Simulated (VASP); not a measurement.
Output of a VASP run:

OUTCAR:
```
 ion  position               nearest neighbor table
   1  0.333  0.667  0.666-   5 2.09   5 2.09   5 2.09   6 2.11   6 2.11   6 2.11   2 2.97   2 2.97
                             2 2.97   3 2.99   3 2.99   3 2.99
   2  0.667  0.333  0.334-   4 2.09   4 2.09   4 2.09   6 2.11   6 2.11   6 2.11   1 2.97   1 2.97
                             1 2.97   3 2.99   3 2.99   3 2.99
   3  0.000  0.000  0.000-   4 2.14   5 2.14   4 2.14   5 2.14   5 2.14   4 2.14   1 2.99   2 2.99
                             1 2.99   2 2.99   1 2.99   2 2.99
   4  0.333  0.667  0.173-   2 2.09   2 2.09   2 2.09   3 2.14   3 2.14   3 2.14
   5  0.667  0.333  0.827-   1 2.09   1 2.09   1 2.09   3 2.14   3 2.14   3 2.14
   6  0.000  0.000  0.500-   1 2.11   2 2.11   1 2.11   2 2.11   2 2.11   1 2.11
  LATTYP: Found a hexagonal cell.
 ALAT       =     2.9886055540
 C/A-ratio  =     2.4437622285
 Subroutine PRICEL returns:
 Original cell was already a primitive cell.
 Subroutine GETGRP returns: Found 12 space group operations
The static configuration has the point symmetry D_3d.
The dynamic configuration has the point symmetry D_3d.
 Subroutine INISYM returns: Found 12 space group operations
 Subroutine IBZKPT returns following result:
 Found     58 irreducible k-points:

 Following reciprocal coordinates:
            Coordinates               Weight
  0.000000  0.000000  0.000000      1.000000
  0.090909  0.000000  0.000000      6.000000
  0.181818 -0.000000  0.000000      6.000000
  0.272727  0.000000  0.000000      6.000000
  0.363636 -0.000000  0.000000      6.000000
  0.454545 -0.000000  0.000000      6.000000
  0.090909  0.090909  0.000000      6.000000
  0.181818  0.090909  0.000000     12.000000
  0.272727  0.090909  0.000000     12.000000
  0.363636  0.090909  0.000000     12.000000
  0.454545  0.090909  0.000000      6.000000
  0.181818  0.181818  0.000000      6.000000
  0.272727  0.181818  0.000000     12.000000
  0.363636  0.181818  0.000000     12.000000
  0.272727  0.272727  0.000000      6.000000
  0.363636  0.272727  0.000000      6.000000
  0.000000  0.000000  0.250000      2.000000
  0.090909  0.000000  0.250000      6.000000
  0.000000  0.090909  0.250000      6.000000
  0.181818 -0.000000  0.250000      6.000000
  0.000000  0.181818  0.250000      6.000000
  0.272727  0.000000  0.250000      6.000000
  0.000000  0.272727  0.250000      6.000000
  0.363636 -0.000000  0.250000      6.000000
  0.000000  0.363636  0.250000      6.000000
  0.454545 -0.000000  0.250000      6.000000
  0.000000  0.454545  0.250000      6.000000
  0.090909  0.090909  0.250000     12.000000
  0.181818  0.090909  0.250000     12.000000
 -0.090909  0.272727  0.250000     12.000000
  0.272727  0.090909  0.250000     12.000000
 -0.090909  0.363636  0.250000     12.000000
  0.363636  0.090909  0.250000     12.000000
 -0.090909  0.454545  0.250000     12.000000
  0.454545  0.090909  0.250000     12.000000
  0.181818  0.181818  0.250000     12.000000
  0.272727  0.181818  0.250000     12.000000
 -0.181818  0.454545  0.250000     12.000000
  0.363636  0.181818  0.250000     12.000000
 -0.181818 -0.454545  0.250000     12.000000
 Subroutine IBZKPT_HF returns following result:
   k-points           NKPTS =     58   k-points in BZ     NKDIM =     58   number of bands    NBANDS=     63
   number of dos      NEDOS =   1001   number of ions     NIONS =      6
   total plane-waves  NPLWV =  31104
   dimension x,y,z NGX =    24 NGY =   24 NGZ =   54
   dimension x,y,z NGXF=    48 NGYF=   48 NGZF=  108
   ions per type =               2   1   3
   PREC   = accura    normal or accurate (medium, high low for compatibility)
   ISTART =      0    job   : 0-new  1-cont  2-samecut
   ICHARG =      2    charge: 1-file 2-atom 10-const
   ISPIN  =      1    spin polarized calculation?
   LNONCOLLINEAR =      F non collinear calculations
   LSORBIT =      F    spin-orbit coupling
   INIWAV =      1    electr: 0-lowe 1-rand  2-diag
   ENCUT  =  520.0 eV  38.22 Ry    6.18 a.u.   5.56  5.56 13.58*2*pi/ulx,y,z
   NELM   =    100;   NELMIN=  2; NELMDL= -5     # of ELM steps
...
```

**OSZICAR**
```
       N       E                     dE             d eps       ncg     rms          rms(c)
DAV:   1     0.232204718693E+03    0.23220E+03   -0.13650E+04  8228   0.654E+02
DAV:   2    -0.345455987951E+02   -0.26675E+03   -0.22846E+03  7772   0.204E+02
DAV:   3    -0.621790848793E+02   -0.27633E+02   -0.26897E+02  8615   0.588E+01
DAV:   4    -0.626916112464E+02   -0.51253E+00   -0.51184E+00  8472   0.788E+00
DAV:   5    -0.626935927773E+02   -0.19815E-02   -0.19814E-02  8606   0.443E-01    0.135E+01
DAV:   6    -0.530134884838E+02    0.96801E+01   -0.90695E-01  8638   0.242E+01    0.781E+00
DAV:   7    -0.498392174425E+02    0.31743E+01   -0.13075E+00  7989   0.410E+00    0.458E+00
DAV:   8    -0.534805083678E+02   -0.36413E+01   -0.36975E-01  8017   0.547E+00    0.168E+00
DAV:   9    -0.499924738802E+02    0.34880E+01   -0.16219E-01  8554   0.450E+00    0.622E-01
DAV:  10    -0.502603266518E+02   -0.26785E+00   -0.11701E-01  7630   0.149E+00    0.213E-01
DAV:  11    -0.502728948707E+02   -0.12568E-01   -0.57147E-03  8440   0.542E-01    0.123E-01
DAV:  12    -0.502730755657E+02   -0.18069E-03   -0.21307E-03  7962   0.236E-01    0.145E-01
DAV:  13    -0.502738426316E+02   -0.76707E-03   -0.19285E-03  7903   0.280E-01    0.253E-02
DAV:  14    -0.502744777441E+02   -0.63511E-03   -0.13648E-04  8600   0.533E-02    0.135E-02
DAV:  15    -0.502748394955E+02   -0.36175E-03   -0.51596E-05  7868   0.411E-02    0.659E-03
DAV:  16    -0.502749647484E+02   -0.12525E-03   -0.63177E-06  8473   0.185E-02    0.243E-03
DAV:  17    -0.502748709478E+02    0.93801E-04   -0.15683E-06  8036   0.674E-03    0.317E-03
DAV:  18    -0.502749168645E+02   -0.45917E-04   -0.50131E-07  8268   0.503E-03    0.875E-04
DAV:  19    -0.502748992679E+02    0.17597E-04   -0.39710E-07  7938   0.333E-03    0.742E-04
DAV:  20    -0.502749030309E+02   -0.37631E-05   -0.27289E-08  7448   0.914E-04    0.537E-04
DAV:  21    -0.502749003177E+02    0.27132E-05   -0.69516E-09  4760   0.509E-04    0.298E-04
DAV:  22    -0.502749027540E+02   -0.24363E-05   -0.38953E-09  4480   0.285E-04    0.187E-04
DAV:  23    -0.502749011497E+02    0.16043E-05   -0.12284E-09  4466   0.436E-04    0.117E-04
DAV:  24    -0.502749016359E+02   -0.48620E-06   -0.48132E-10  4431   0.154E-04    0.436E-05
DAV:  25    -0.502749011855E+02    0.45037E-06   -0.15708E-10  4424   0.814E-05    0.187E-05
DAV:  26    -0.502749013241E+02   -0.13862E-06   -0.10336E-10  4410   0.428E-05    0.163E-05
DAV:  27    -0.502749012891E+02    0.35047E-07   -0.63466E-12  4382   0.178E-05
   1 F= -.50274901E+02 E0= -.50274901E+02  d E =-.129555E-28
 imaginary and real dielectric function
```

OUTCAR:
```
------------------------ aborting loop because EDIFF is reached ----------------------------------------
  FORCE on cell =-STRESS in cart. coord.  units (eV):
  Direction    XX          YY          ZZ          XY          YZ          ZX
  --------------------------------------------------------------------------------------
  Total        0.0061886      0.0061886      0.0290450      0.0000000      0.0000000      0.0000000
  in kB        0.1755110      0.1755110      0.8237342      0.0000000      0.0000000      0.0000000
  external PRESSURE =       0.3915854 kB  Pullay stress =       0.0000000 kB
  volume of cell :       56.49
      direct lattice vectors                 reciprocal lattice vectors
     2.988605554  0.000000000  0.000000000     0.334604210  0.193183834  0.000000000
    -1.494302777  2.588208284  0.000000000     0.000000000  0.386367668  0.000000000
     0.000000000  0.000000000  7.303441369     0.000000000  0.000000000  0.136921754
 POSITION                                       TOTAL-FORCE (eV/Angst)
 -----------------------------------------------------------------------------------
     -0.00000      1.72547      4.86148         0.000000     -0.000000     -0.010639
      1.49430      0.86274      2.44196         0.000000      0.000000      0.010639
      0.00000      0.00000      0.00000         0.000000      0.000000      0.000000
     -0.00000      1.72547      1.26053        -0.000000      0.000000      0.010986
      1.49430      0.86274      6.04291         0.000000     -0.000000     -0.010986
      0.00000      0.00000      3.65172         0.000000      0.000000      0.000000
 -----------------------------------------------------------------------------------
    total drift:                               -0.000000     -0.000000      0.000000
  FREE ENERGIE OF THE ION-ELECTRON SYSTEM (eV)
  ---------------------------------------------------
  free  energy   TOTEN  =       -50.2749012891 eV

  energy  without entropy=      -50.2749012891  energy(sigma->0) =      -50.27490129

 plasma frequency squared (from intraband transitions) (eV^2)
  --------------------------------------------------------------------------------------
       0.000       0.000       0.000
       0.000       0.000       0.000
       0.000       0.000       0.000

 plasma frequency squared (from interband transitions, int dw w eps(2)(w)) (eV^2)
  --------------------------------------------------------------------------------------
     505.420       0.000       0.000      -0.000       0.000      -0.000
      -0.000       0.000     505.420       0.000       0.000       0.000
       0.000       0.000       0.000      -0.000     505.145       0.000
```
(Selected blocks of OUTCAR.)

### POSCAR
```
Mg2ZnO3
1
    2.9886055540     0.0000000000    -0.0000000000
   -1.4943027770     2.5882082841     0.0000000000
   -0.0000000000     0.0000000000     7.3034413688
Mg Zn O
2 1 3
Direct
  0.3333330000   0.6666670000   0.6656419689
  0.6666670000   0.3333330000   0.3343580311
  0.0000000000   0.0000000000   0.0000000000
  0.3333330000   0.6666670000   0.1725936584
  0.6666670000   0.3333330000   0.8274063416
  0.0000000000   1.0000000000   0.5000000000
```

Question: Write an INCAR and KPOINTS that could have produced this output.

Answer: One answer among several that fit: the input of the run itself, r2SCAN meta-GGA, plane waves, VASP's PBE PAW potentials (set 64).

**INCAR**
```
ALGO = Normal
CSHIFT = 0.1
EDIFF = 1E-7
ENCUT = 520
ISMEAR = 0
LASPH = .True.
LCHARG = .False.
LMAXMIX = 4
LMIXTAU = .True.
LOPTICS = .True.
LPEAD = .True.
LREAL = .False.
LWAVE = .False.
METAGGA = R2SCAN
NBANDS = 63
NEDOS = 1001
NELM = 100
PREC = Accurate
SIGMA = 0.01
SYSTEM = Mg2ZnO3
```

**KPOINTS**
```
Automatic mesh
0
Gamma
11 11 4
0 0 0
```

POTCAR, in this order: Mg Zn O (PBE.64 set). Program: vasp_std.

The structure comes from a computed database's Mg2ZnO3 entry (P-3m1); how it stands against other phases isn't given here. It was relaxed first.
